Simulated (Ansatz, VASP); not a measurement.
## BAs: VASP beside Ansatz

Wanted: the spread between two codes on one cell, functional and k mesh. The cell is taken from a series of runs on this material, whose earlier steps may have relaxed, scaled, displaced or heated it; both programs get it as it stands.

Calculated with Ansatz 0.2.0; plane waves, with VASP 6.6.1 beside it; dielectric response at LDA.

## 1. The starting structure

It takes space group F-43m (No. 216, cubic). The conventional cell has a = 4.777 Å, b = 4.777 Å, c = 4.777 Å, α = 90.00°, β = 90.00°, γ = 90.00°. Nearest to B lie 4 As at 2.07 Å. Nearest to As lie 4 B at 2.07 Å. Farther neighbours are not listed.

## 2. Ansatz: dielectric response, LDA

Ansatz runs on its default PAW (the set named soft_2) files.

The response to a field tests empty states and converges slowly with the mesh.

input.yaml

```yaml
crystal:
  lattice:
    - [0.0, 2.3885, 2.3885]
    - [2.3885, 0.0, 2.3885]
    - [2.3885, 2.3885, 0.0]
  atoms:
    - { symbol: B, position: [0.0, 0.0, 0.0] }
    - { symbol: As, position: [0.25, 0.25, 0.25] }
kpoints:
  mp_grid: { grid: [8, 8, 8] }
hamiltonian:
  xc: lda
scf:
  occupations: { method: fixed }
dielectric: {}
```

Run with:

```bash
$ ansatz run input.yaml --threads 1 --pin off --max-ram 1382MiB --backend cpu --events-out ev --progress --plain --runs-dir out
```

Numbers of over 12 decimals in the logs are rounded to 6 here.

The log of the run:

```text
Engine: ansatz 0.2.0, aarch64-unknown-linux-gnu
Pseudopotentials: kind: paw
Pseudopotential: B, paw, valence charge 3, recommended cutoff 420 eV (normal), B.paw.azcp
Pseudopotential: As, paw, valence charge 15, recommended cutoff 420 eV (normal), As.paw.azcp
Functional definition: SPW92
  exchange = slater_x
  correlation = pw_c
Crystal: 2 atoms, lattice volume = 27.252 Å³
Basis set: ecut = 420 eV, 531 PW (Γ), exchange–correlation on 48×48×48 points (8 copies of the dense FFT grid, shifted against one another)
Bands: 13, of which v1, the nominal top of the filled ones, is band 9 counted from 1 (8 counted from 0)
Symmetry: 24 space group operations
k-points: 95 of 512 (irreducible under 4 space group operations, time reversal used)
Non-local potential: B, projectors of the file, l = 0: 2, l = 1: 2, l = 2: 1
Non-local potential: As, projectors of the file, l = 0: 2, l = 1: 2, l = 2: 3, l = 3: 1
PAW form: soft (Blöchl's): semilocal exchange-correlation on the pseudo side does not see the compensation charge
PAW frozen core: B, regenerated for the run's functional, and the local potential with it (the file was generated under x = pbe(κ = 0.804, μ = 0.219515), c = pbe(β = 0.066725))
PAW frozen core: As, regenerated for the run's functional, and the local potential with it (the file was generated under x = pbe(κ = 0.804, μ = 0.219515), c = pbe(β = 0.066725))
PAW one-centre angular grid: B, 110 points (default); XC on 64 Gauss nodes
PAW one-centre angular grid: As, 590 points (default); XC on 64 Gauss nodes
Initial density: superposition of atomic densities (neutral atoms: chi_scale 0, normalization atom), corrected by the library's trained network
Initial wavefunctions: pseudopotential atomic-orbital guess
Functional: x = slater, c = lda
SCF iter   1: F=—  HF=-4923.521782 eV  |F-HF|=—  |Δ(HF+E_count)|=         —  Δρ=7.13e-3  dr2=1.40e-2  ethr=1.77e-3  ⟨swp⟩=4.5  Hψ=6202  notcnv=0  defer=132
preconditioner: auto → none  [insulator: Δε(μ)=1.139 eV  Ē_g=12.351 eV  n_scr=8 (ndim 8)  ℏωp=20.1 eV  f_vac=0.001  ε∞_Penn≈3.7]
SCF iter   2: F=—  HF=-4923.517355 eV  |F-HF|=—  |Δ(HF+E_count)|=   4.43e-3  Δρ=2.18e-3  dr2=7.74e-4  ethr=7.79e-5  ⟨swp⟩=2.0  Hψ=2244  notcnv=0  defer=179
SCF iter   3: F=—  HF=-4923.517011 eV  |F-HF|=—  |Δ(HF+E_count)|=   3.43e-4  Δρ=1.06e-3  dr2=1.29e-4  ethr=4.30e-6  ⟨swp⟩=2.0  Hψ=2291  notcnv=0  defer=179
SCF iter   4: F=—  HF=-4923.516986 eV  |F-HF|=—  |Δ(HF+E_count)|=   2.53e-5  Δρ=3.63e-4  dr2=1.38e-5  ethr=7.19e-7  ⟨swp⟩=1.0  Hψ=1235  notcnv=0  defer=46
SCF iter   5: F=—  HF=-4923.516983 eV  |F-HF|=—  |Δ(HF+E_count)|=   3.11e-6  Δρ=5.51e-5  dr2=3.37e-7  ethr=7.68e-8  ⟨swp⟩=2.0  Hψ=2043  notcnv=0
SCF iter   6: F=—  HF=-4923.516982 eV  |F-HF|=—  |Δ(HF+E_count)|=   3.07e-7  Δρ=4.90e-6  dr2=2.39e-9  ethr=1.87e-9  ⟨swp⟩=1.0  Hψ=1251  notcnv=0
SCF iter   7: F=-4923.516982 eV  HF=-4923.516982 eV  |F-HF|=2.18e-11  |Δ(HF+E_count)|=  7.14e-10  Δρ=3.17e-7  dr2=2.29e-11  ethr=1.00e-12  ⟨swp⟩=1.5  Hψ=4372  notcnv=0
SCF 1 converged in 7 iterations: F = -4923.516982 eV  dr2 = 2.29e-11
  greatest PAW one-centre occupation: 0.999 electrons in one spin orbital (limit 2), on the As atom at site 1 (counted from 0), in its partial waves of l = 2
DFPT response loops at Γ: preconditioner auto → none (the input reference at scf.mixing.eps_inf says where Resta's filter doesn't serve); β = 0.50; Broyden in place of MSR1
── the response to a field inside a basis, on 8×8×8 k-points: an SCF that follows is theirs, and a resumed run solves both again ──
Bands: 10, of which v1, the nominal top of the filled ones, is band 9 counted from 1 (8 counted from 0)
k-points: 60 of 512 (irreducible under 6 space group operations, time reversal used)
Initial density: handed on by an earlier stage of this run
Initial wavefunctions: pseudopotential atomic-orbital guess (no wavefunctions were taken with the density)
Eigensolver: Dense (60 Hₖ)
SCF iter   1: F=—  HF=-4923.518955 eV  |F-HF|=—  |Δ(HF+E_count)|=         —  Δρ=1.40e-4  dr2=2.57e-6  ethr=1.00e-1
preconditioner: auto → none  [insulator: Δε(μ)=1.457 eV  Ē_g=9.628 eV  n_scr=8 (ndim 8)  ℏωp=20.1 eV  f_vac=0.000  ε∞_Penn≈5.4]
SCF iter   2: F=—  HF=-4923.518953 eV  |F-HF|=—  |Δ(HF+E_count)|=   1.71e-6  Δρ=7.70e-5  dr2=6.06e-7  ethr=1.43e-8
SCF iter   3: F=-4923.518953 eV  HF=-4923.518953 eV  |F-HF|=8.45e-9  |Δ(HF+E_count)|=   6.50e-8  Δρ=2.24e-5  dr2=5.19e-8  ethr=3.37e-9
SCF 1 converged in 3 iterations: F = -4923.518953 eV  dr2 = 5.19e-8
DFPT response loops at Γ: mixed as the last ones told, above
SCF converged after 7 iterations
Free energy (F): -4923.516982 eV
Harris-Foulkes:  -4923.516982 eV  (|F-HF|=2.18e-11)
Internal energy: -4923.516982 eV  (E = F + TS)
E sigma→0 (E₀):  -4923.516982 eV
Fermi energy:    10.841499 eV
--- Per-component energies (eV) ---
  E_band       = -216.226738
  E_kinetic    = 152.620814
  E_local      = -1703.062823  (includes V_loc(G=0)·N_el)
  E_nonlocal   = -651.996442
  E_hartree    = 941.460179
  E_xc         = -111.065615
  E_vxc        = -117.900415  (∫ρ·V_xc dr)
  E_paw        = -1827.819171  (= ΣΔE_a)
  E_vpaw       = 221.191940  (= ΣTr[D̂ρ^β])
  E_aug_tail   = 0.000008  (compensation charges beyond the density's cutoff)
  E_ewald      = -1725.774997
  E_core_change = 2.121064  (= ΣΔE_core)
  E_smearing   = -0.000000  (= −TS)
  E_closure    = -0.000000  (closes the sum)
  Σ components = -4923.516982   (vs F -4923.516982, Δ=0.00e0)
--- Band table (eV; the first three rows and the last of 95) ---
  k-point 0: bands = [... 5 lower, -4.5503, 10.8415, 10.8415, 10.8415, 14.0943, 14.0943, 14.0943, 15.4883]
  k-point 1: bands = [... 5 lower, -4.2952, 8.8845, 10.4044, 10.4044, 14.1948, 14.6690, 14.6690, 16.7611]
  k-point 2: bands = [... 5 lower, -3.5532, 5.9212, 9.6964, 9.6964, 13.8744, 15.4668, 15.4668, 18.6496]
  k-point 94: bands = [... 5 lower, -0.2758, 2.9177, 5.3445, 5.6415, 16.0406, 16.6952, 17.5480, 17.8900]
--- Dielectric response (ions clamped): 3 representative field directions + reference, inside a basis on a mesh of 512 k-points (Σ response iterations 15) ---
  ε∞ (high-frequency dielectric tensor):
        9.773315    -0.000000    -0.000000
       -0.000000     9.773315     0.000000
       -0.000000     0.000000     9.773315
  Born effective charges Z* (e; rows j = field, columns β = displacement):
    site 0:
        -0.45805    0.00000   -0.00000
        -0.00000   -0.45805   -0.00000
         0.00000   -0.00000   -0.45805
    site 1:
         0.45805   -0.00000    0.00000
         0.00000    0.45805    0.00000
        -0.00000    0.00000    0.45805
  Z* charge neutrality: 9.308e-5 e pre-enforcement
  solved inside a basis spanned on kpoints, on 8×8×8 k-points, its susceptibility summed on 12×12×12: ε∞ is read to err by 3.2e-2, Z* by 1.5e-2 e (field_mesh: kpoints solves on kpoints); Z* is corrected for what the basis lacks
```

The column dr2 measures how far the density is from self-consistency, as an energy; F and HF (Harris–Foulkes) agree once it is small.

(Part 1 of 2 ends here.)

[Lines on the potential files, build, host, timing and source positions are cut from VASP's logs without a mark.]

[Logs are printed without paths, hosts, clocks, repeated set-up lines and the standing remarks that a program may print on its own settings, such as how far it seeks lower states.]

[Hosts, paths, dates, database ids (printed as entryN), source tags and the programs' standing remarks are cut or masked in the printed files.]
